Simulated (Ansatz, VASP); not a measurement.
# Be2CdS: VASP beside Ansatz

```xyz
4
Lattice="3.1558 0.0000 0.0000 -1.5779 2.7330 0.0000 0.0000 0.0000 6.6973" Properties=species:S:1:pos:R:3 pbc="T T T"
Be    1.5779    0.9110    5.4738
Be    1.5779    0.9110    1.2235
Cd    0.0000    1.8220    3.3486
S     0.0000    0.0000    0.0000
```

Change from the starting cell: species swapped into the Mn2SbAs type (P-6m2, No. 187).

Alike in both runs: functional PBE; k mesh 6 × 6 × 4; occupations gaussian, width 0.1 eV; no spin polarisation.

Ansatz relaxed the structure, and its values are those at the end. VASP's run is a single point on that final structure, the one shown.

|  | VASP | Ansatz |
| --- | --- | --- |
| version | VASP 6.6.1 | Ansatz 0.2.0 |
| potentials or method | VASP PAW PBE potentials, release 64 (Be, Cd, S) | scalar-relativistic, plane waves, PAW |
| plane-wave cutoff (eV) | 520 | 420 |
| valence electrons in the cell | 22 | 30 |

```csv
,VASP,Ansatz,Ansatz less VASP
gap on the k mesh at the Fermi level (eV),none,none,-
pressure (GPa),0.2,0.1,-0.12
```

A gap of «none» marks a metal or a gap that the smearing closes. The two sets of potentials don't hold the same shells in valence.

Caveats: the k mesh is coarse (spacing up to 0.38 Å⁻¹), so the values aren't converged.
